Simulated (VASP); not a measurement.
```
BiIn
1.0
    4.14797     0.00000     0.00000
   -2.07398     3.59225     0.00000
    0.00000     0.00000     4.04821
In Bi
1 1
Direct
  0.00000   0.00000   0.00000
  0.66667   0.33333   0.50000
```

Calculation: r2SCAN meta-GGA, VASP's PBE PAW potentials (set 64) (plane waves; VASP). Numerical set-up: 400 eV cut-off, 9×9×8 Γ-centred mesh, first-order Methfessel-Paxton smearing of 0.10 eV, potentials In_d Bi_d.

Energy and stress use the plane-wave basis of the starting cell.

The ions, cell shape and volume are relaxed. Give the cell that the relaxation ends in.

```
BiIn
1.0
    4.19003     0.00000     0.00000
   -2.09502     3.62867     0.00000
    0.00000     0.00000     4.09552
In Bi
1 1
Direct
  0.00000   0.00000   0.00000
  0.66667   0.33333   0.50000
```
Space group P-6m2 (187), at a tolerance of 0.03 Å.

How do energy and volume change from the first to the last step?

The energy (σ→0) changes by -4.8 meV/atom and the volume by +3.2 %, in 3 ionic steps.

```tsv
step	E(σ→0) (eV)	max force (eV/Å)	pressure (GPa)	volume (Å³)
1	-80.8791	0.000	1.59	60.32
2	-80.8876	0.000	-0.47	62.96
3	-80.8887	0.000	0.00	62.27
```

The structure was generated: InBi was put into the WC type (P-6m2), which need not be its known phase. This run relaxes it. Symmetry was kept, so distortions that lower it aren't found.
